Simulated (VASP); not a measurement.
Here is the system:

```yaml
crystal:
  lattice:
    - [6.24907, 0.00000, 0.00000]
    - [0.00000, 6.24907, 0.00000]
    - [0.00000, 0.00000, 6.24907]
  atoms:
    - { symbol: Na, position: [0.00000, 0.00000, 0.00000] }
    - { symbol: Cl, position: [0.50000, 0.50000, 0.50000] }
    - { symbol: Cl, position: [0.00000, 0.00000, 0.50000] }
    - { symbol: Cl, position: [0.00000, 0.50000, 0.00000] }
    - { symbol: Cl, position: [0.50000, 0.00000, 0.00000] }
    - { symbol: K, position: [0.50000, 0.50000, 0.00000] }
    - { symbol: K, position: [0.50000, 0.00000, 0.50000] }
    - { symbol: K, position: [0.00000, 0.50000, 0.50000] }
```

The numbers are results of PBE GGA, VASP's PBE PAW potentials (set 64) (plane waves; VASP), not measurements. Run with 400 eV cut-off, 3×3×3 Γ-centred mesh, Gaussian smearing of 0.050 eV, potentials Na_pv Cl K_sv.

What does the run give for the energy per atom (σ→0), band gap (on the k-mesh) with the smallest direct gap where there is one?

| Item | Result |
|---|---|
| band gap (on the k-mesh) | 4.73 eV |
| smallest direct gap (on the k-mesh) | 4.73 eV |
| energy per atom (σ→0) | -3.370 eV/atom |

The structure was generated: K3NaCl4 was put into an ordered model structure (Pm-3m), which need not be its known phase. It was relaxed first, which changed the volume by +6 %.
